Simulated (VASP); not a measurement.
Calculation: vdW-DF2, VASP's PBE PAW potentials (set 64) (plane waves; VASP).

Input for VASP

**KPOINTS**
```
Automatic mesh
0
gamma
12 12 12
```

**POSCAR**
```
CoGa
1
    2.9208577055     0.0000000000     0.0000000000
    0.0000000000     2.9208577055     0.0000000000
    0.0000000000     0.0000000000     2.9208577055
Ga Co
1 1
Direct
  0.5000000000   0.5000000000   0.5000000000
  0.0000000000   0.0000000000   0.0000000000
```

**INCAR**
```
AGGAC = 0.0
ALGO = Normal
EDIFF = 1E-7
ENCUT = 520
GGA = ML
ISIF = 2
ISMEAR = 1
LASPH = .TRUE.
LCHARG = .FALSE.
LMAXMIX = 4
LREAL = .FALSE.
LUSE_VDW = .TRUE.
LWAVE = .FALSE.
NELM = 100
PREC = Accurate
SIGMA = 0.1
SYSTEM = CoGa
ZAB_VDW = -1.8867
```

POTCAR, in this order: Ga_d Co (PBE.64 set). Program: vasp_std.

The run wrote:

**OSZICAR**
```
       N       E                     dE             d eps       ncg     rms          rms(c)
DAV:   1     0.105776803164E+03    0.10578E+03   -0.10930E+04  2712   0.259E+03
DAV:   2     0.158959697339E+01   -0.10419E+03   -0.10190E+03  2618   0.355E+02
DAV:   3    -0.355031601235E+01   -0.51399E+01   -0.51197E+01  2968   0.836E+01
DAV:   4    -0.363136203802E+01   -0.81046E-01   -0.81026E-01  3425   0.973E+00
DAV:   5    -0.363317506910E+01   -0.18130E-02   -0.18130E-02  3259   0.128E+00    0.773E+00
DAV:   6    -0.449304923711E+01   -0.85987E+00   -0.15101E+01  2845   0.515E+01    0.979E+00
DAV:   7    -0.301761008192E+01    0.14754E+01   -0.65846E+00  2591   0.379E+01    0.157E+00
DAV:   8    -0.300837514528E+01    0.92349E-02   -0.17595E-01  3082   0.460E+00    0.589E-01
DAV:   9    -0.300462852740E+01    0.37466E-02   -0.14546E-02  3283   0.202E+00    0.124E-01
DAV:  10    -0.300468083845E+01   -0.52311E-04   -0.76076E-04  3542   0.383E-01    0.551E-02
DAV:  11    -0.300472699067E+01   -0.46152E-04   -0.88385E-05  3529   0.143E-01    0.123E-02
DAV:  12    -0.300472641468E+01    0.57599E-06   -0.81712E-06  3480   0.421E-02    0.450E-03
DAV:  13    -0.300472563107E+01    0.78360E-06   -0.13986E-06  2968   0.130E-02    0.234E-03
DAV:  14    -0.300472557333E+01    0.57742E-07   -0.14255E-07  1927   0.616E-03
   1 F= -.30047256E+01 E0= -.30048787E+01  d E =0.459275E-03
```

### OUTCAR
```
------------------------ aborting loop because EDIFF is reached ----------------------------------------
  FORCE on cell =-STRESS in cart. coord.  units (eV):
  Direction    XX          YY          ZZ          XY          YZ          ZX
  --------------------------------------------------------------------------------------
  Total        0.6993763      0.6993763      0.6993763      0.0000000     -0.0000000      0.0000000
  in kB       44.9666258     44.9666258     44.9666258      0.0000000     -0.0000000      0.0000000
  external PRESSURE =      44.9666258 kB  Pullay stress =       0.0000000 kB
  volume of cell :       24.92
      direct lattice vectors                 reciprocal lattice vectors
     2.920857706  0.000000000  0.000000000     0.342365189  0.000000000  0.000000000
     0.000000000  2.920857706  0.000000000     0.000000000  0.342365189  0.000000000
     0.000000000  0.000000000  2.920857706     0.000000000  0.000000000  0.342365189
 POSITION                                       TOTAL-FORCE (eV/Angst)
 -----------------------------------------------------------------------------------
      1.46043      1.46043      1.46043         0.000000      0.000000      0.000000
      0.00000      0.00000      0.00000         0.000000      0.000000      0.000000
 -----------------------------------------------------------------------------------
    total drift:                                0.000000      0.000000     -0.000000
  FREE ENERGIE OF THE ION-ELECTRON SYSTEM (eV)
  ---------------------------------------------------
  free  energy   TOTEN  =        -3.0047255733 eV

  energy  without entropy=       -3.0051848483  energy(sigma->0) =       -3.00487867
```
(Selected blocks of OUTCAR.)

The compound is CoGa in the CsCl type structure. This cell is one point of a volume scan, at 0.97 of the reference volume. The run is not spin-polarised, so no magnetic state was tried.
